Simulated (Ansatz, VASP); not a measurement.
# FeSi2 (Linzhiite) in two plane-wave programs

Aim: how closely do two programs agree when they are given the same cell, functional and k mesh? The cell is taken from a series of runs on this material, whose earlier steps may have relaxed, scaled, displaced or heated it; both programs get it as it stands.

Program: Ansatz 0.2.0. Level of theory: plane waves, with VASP 6.6.1 beside it; zone-centre phonons at LDA. Results are calculated unless marked as measured.

### Step 1. The structure

Symmetry: P4/mmm, No. 123, tetragonal system. The conventional cell has a = 2.699 Å, b = 2.699 Å, c = 5.115 Å, α = 90.00°, β = 90.00°, γ = 90.00°. Si has 1 Si at 2.35 Å and 4 Fe at 2.36 Å nearest. Nearest to Fe lie 8 Si at 2.36 Å. Farther neighbours are not listed.

### Step 2. Ansatz: zone-centre phonons, LDA

Ansatz runs on its PAW soft_1 files.

Second derivatives magnify differences that forces hide, and they need a tight electronic threshold.

input.yaml reads:

```yaml
crystal:
  lattice:
    - [2.6986688594, 0.0, 0.0]
    - [0.0, 2.6986688594, 0.0]
    - [0.0, 0.0, 5.1153337782]
  atoms:
    - { symbol: Si, position: [0.5, 0.5, 0.2700782795] }
    - { symbol: Si, position: [0.5, 0.5, 0.7299217205] }
    - { symbol: Fe, position: [0.0, 0.0, 0.0] }
kpoints:
  mp_grid: { grid: [16, 16, 8] }
hamiltonian:
  xc: lda
  pseudopotentials: { kind: paw, azcp: { folder: soft_1 }, xc_functional: pbe }
scf:
  occupations: { method: methfessel_paxton, width: 0.2 }
output:
  eigenvalues: true
phonons:
  method: dfpt
```

Launch:

```sh
ansatz run input.yaml --threads 4 --pin off --max-ram 10240MiB --backend cpu --events-out ev --progress --plain --runs-dir out
```

Numbers of over 12 decimals in the logs are rounded to 6 here.

Log:

```text
zone centre: on kpoints.mp_grid the ground state, and the responses unless they are solved on pairs of k-points, stand on 405 of the mesh's 2048 k-points, reduced under 4 symmetry operations, with k and −k counted as one. Each operation leaves every solved displacement unchanged or reverses it
Engine: ansatz 0.2.0, x86_64-unknown-linux-gnu
Pseudopotentials: kind: paw
Pseudopotential: Si, paw, valence charge 4, recommended cutoff 420 eV (normal), soft_1/Si.paw.azcp
Pseudopotential: Fe, paw, valence charge 16, recommended cutoff 420 eV (normal), soft_1/Fe.paw.azcp
Functional definition: SPW92
  exchange = slater_x
  correlation = pw_c
Crystal: 3 atoms, lattice volume = 37.254 Å³
Basis set: ecut = 420 eV, 757 PW (Γ), exchange–correlation on 40×40×72 points (8 copies of the dense FFT grid, shifted against one another)
Bands: 16, of which v1, the nominal top of the filled ones, is band 12 counted from 1 (11 counted from 0)
Symmetry: 16 space group operations
k-points: 405 of 2048 (irreducible under 4 space group operations, time reversal used)
Non-local potential: Si, projectors of the file, l = 0: 2, l = 1: 2, l = 2: 1
Non-local potential: Fe, projectors of the file, l = 0: 3, l = 1: 2, l = 2: 3, l = 3: 1
PAW form: soft (Blöchl's): semilocal exchange-correlation on the pseudo side does not see the compensation charge
PAW frozen core: Si, regenerated for the run's functional, and the local potential with it (the file was generated under x = pbe(κ = 0.804, μ = 0.219515), c = pbe(β = 0.066725))
PAW frozen core: Fe, regenerated for the run's functional, and the local potential with it (the file was generated under x = pbe(κ = 0.804, μ = 0.219515), c = pbe(β = 0.066725))
PAW one-centre angular grid: Si, 110 points (default); XC on 64 Gauss nodes
PAW one-centre angular grid: Fe, 590 points (default); XC on 64 Gauss nodes
Initial density: superposition of atomic densities (chi_scale 0.1, normalization cell, long waves kept (reshape's long-wave potential 0.00 eV rms))
Initial wavefunctions: pseudopotential atomic-orbital guess
Functional: x = slater, c = lda
SCF iter   1: F=—  HF=-5640.698817 eV  |F-HF|=—  |Δ(HF+E_count)|=         —  Δρ=1.31e-1  dr2=1.37e1  ethr=3.10e-3  ⟨swp⟩=5.1  Hψ=34532  notcnv=0
preconditioner: auto → none  [metal: Δε(μ)=0.004 eV  Ē_g=7.982 eV  σ=0.200 eV  W_gap=0.02  n_scr=8 (ndim 8)  ℏωp=24.3 eV  f_vac=0.000  D(μ)=1.96/eV (n_scr^D=16)  sad-step TF]
SCF iter   2: F=—  HF=-5640.402976 eV  |F-HF|=—  |Δ(HF+E_count)|=   2.96e-1  S|Δr|=    0.00e0  Δρ=1.46e-1  dr2=1.39e1  ethr=3.10e-3  ⟨swp⟩=2.0  Hψ=11091  notcnv=0
SCF iter   3: F=—  HF=-5639.070841 eV  |F-HF|=—  |Δ(HF+E_count)|=    1.33e0  S|Δr|=    0.00e0  Δρ=5.85e-2  dr2=1.44e0  ethr=3.10e-3  ⟨swp⟩=3.1  Hψ=12187  notcnv=0
SCF iter   4: F=—  HF=-5638.916200 eV  |F-HF|=—  |Δ(HF+E_count)|=   1.55e-1  S|Δr|=    0.00e0  Δρ=1.12e-2  dr2=1.27e-1  ethr=3.10e-3  ⟨swp⟩=2.6  Hψ=13152  notcnv=0
SCF iter   5: F=—  HF=-5638.875121 eV  |F-HF|=—  |Δ(HF+E_count)|=   4.11e-2  S|Δr|=    0.00e0  Δρ=3.36e-3  dr2=2.52e-3  ethr=5.30e-4  ⟨swp⟩=2.0  Hψ=10763  notcnv=0
SCF iter   6: F=—  HF=-5638.874876 eV  |F-HF|=—  |Δ(HF+E_count)|=   2.46e-4  S|Δr|=    0.00e0  Δρ=4.83e-4  dr2=2.35e-5  ethr=1.05e-5  ⟨swp⟩=2.1  Hψ=9705  notcnv=0
SCF iter   7: F=—  HF=-5638.874869 eV  |F-HF|=—  |Δ(HF+E_count)|=   6.56e-6  S|Δr|=    0.00e0  Δρ=1.17e-4  dr2=2.32e-6  ethr=9.78e-8  ⟨swp⟩=2.0  Hψ=11377  notcnv=0
SCF iter   8: F=—  HF=-5638.874869 eV  |F-HF|=—  |Δ(HF+E_count)|=   6.33e-8  S|Δr|=    0.00e0  Δρ=1.79e-5  dr2=5.21e-8  ethr=9.67e-9  ⟨swp⟩=2.1  Hψ=9127  notcnv=0
SCF iter   9: F=—  HF=-5638.874869 eV  |F-HF|=—  |Δ(HF+E_count)|=   2.30e-9  S|Δr|=    0.00e0  Δρ=2.32e-6  dr2=6.78e-10  ethr=2.17e-10  ⟨swp⟩=2.4  Hψ=11581  notcnv=0
SCF iter  10: F=—  HF=-5638.874869 eV  |F-HF|=—  |Δ(HF+E_count)|=  5.64e-11  S|Δr|=    0.00e0  Δρ=2.65e-7  dr2=1.05e-11  ethr=2.82e-12  ⟨swp⟩=2.1  Hψ=10162  notcnv=0
SCF iter  11: F=-5638.874869 eV  HF=-5638.874869 eV  |F-HF|=3.64e-12  |Δ(HF+E_count)|=  1.82e-12  S|Δr|=    0.00e0  Δρ=2.08e-8  dr2=5.58e-14  ethr=1.00e-12  ⟨swp⟩=5.2  Hψ=26645  notcnv=0
SCF 1 converged in 11 iterations: F = -5638.874869 eV  dr2 = 5.58e-14
  greatest PAW one-centre occupation: 1.001 electrons in one spin orbital (limit 2), on the Fe atom at site 2 (counted from 0), in its partial waves of l = 1
DFPT response loops at Γ: preconditioner auto → Kerker (q_TF=auto, 2.536 Å⁻¹) (partly filled bands, converged f_vac=0.000); β = 1.00, the filter's whole step (`scf.mixing.beta` (0.50) is not read by the response loops under this deck's `scf.mixing.preconditioner`; to damp them name `kerker` or `kerker_dos`, under which they read `scf.mixing.beta`, and type it under 1.00, their step now; both keys bind the ground state too); Broyden in place of MSR1
SCF converged after 11 iterations
Stability not checked: this state was not tested for a lower state beside it, because cold or Methfessel-Paxton smearing, or corrected tetrahedra, fill the levels in a way that the test cannot read (fill_not_monotonic; see scf.lower_state_search)
Free energy (F): -5638.874869 eV
Harris-Foulkes:  -5638.874869 eV  (|F-HF|=3.64e-12)
Internal energy: -5638.875944 eV  (E = F + TS)
E sigma→0 (E₀):  -5638.875138 eV
Entropy (-TS):   0.001075 eV (0.358 meV/atom)
Fermi energy:    13.886465 eV
Step filling:    the computed levels leave a gap of 0.0007 eV = 0.0 smearing widths at the electron count; against every level under it full and every level over it empty, smearing changes F+E_penalty+E_count by +0.768 meV and its σ→0 estimate by +0.499 meV
--- Per-component energies (eV) ---
  E_band       = -230.327025
  E_kinetic    = 426.258534
  E_local      = -3572.496329  (includes V_loc(G=0)·N_el)
  E_nonlocal   = 338.779302
  E_hartree    = 1576.747719
  E_xc         = -227.415014
  E_vxc        = -245.263075  (∫ρ·V_xc dr)
  E_paw        = -2291.815503  (= ΣΔE_a)
  E_vpaw       = -331.100148  (= ΣTr[D̂ρ^β])
  E_aug_tail   = -0.000758  (compensation charges beyond the density's cutoff)
  E_ewald      = -1889.504093
  E_core_change = 0.570198  (= ΣΔE_core)
  E_smearing   = 0.001075  (= −TS)
  E_closure    = -0.000000  (closes the sum)
  Σ components = -5638.874869   (vs F -5638.874869, Δ=0.00e0)
--- Band table (eV; the first three rows and the last of 405) ---
  k-point 0: bands = [... 8 lower, 12.2827, 12.3591, 12.3591, 13.2328, 18.2637, 18.2637, 20.4448, 21.0732]
  k-point 1: bands = [... 8 lower, 12.2505, 12.3521, 12.3521, 13.2329, 18.3631, 18.3631, 19.4375, 20.8937]
  k-point 2: bands = [... 8 lower, 12.1323, 12.3354, 12.3354, 13.2331, 17.9867, 18.6487, 18.6487, 20.5951]
  k-point 404: bands = [... 8 lower, 10.5970, 10.5970, 12.1226, 13.9940, 14.3482, 14.3482, 15.1729, 16.6004]
--- Phonons (Γ-DFPT): 4 representative perturbations + reference, on 405 of 2048 k-points (Σ response iterations 18) ---
  k mesh reduced under 4 symmetry operations, with k and −k counted as one. Each operation leaves every solved displacement unchanged or reverses it
  ASR residual: 7.943e-6 → 0.000e0 eV/Å²; symmetrization residual: 7.814e-7 eV/Å²
  ASR residual per site (eV/Å²): 7.94e-6 7.94e-6 7.41e-6
  Γ frequencies (cm⁻¹): 0.00 0.00 0.00 221.40 221.40 271.62 271.62 345.86 532.05
  non-analytic LO–TO correction: not included (Born effective charges unavailable; polar crystals: no LO–TO splitting at Γ)
```

(Continued in part 2 of 2.)

[Lines on the potential files, build, host, timing and source positions are cut from VASP's logs without a mark.]

[Logs are printed without paths, hosts, clocks, repeated set-up lines and the standing remarks that a program may print on its own settings, such as how far it seeks lower states.]

[Hosts, paths, dates, database ids (printed as entryN), source tags and the programs' standing remarks are cut or masked in the printed files.]
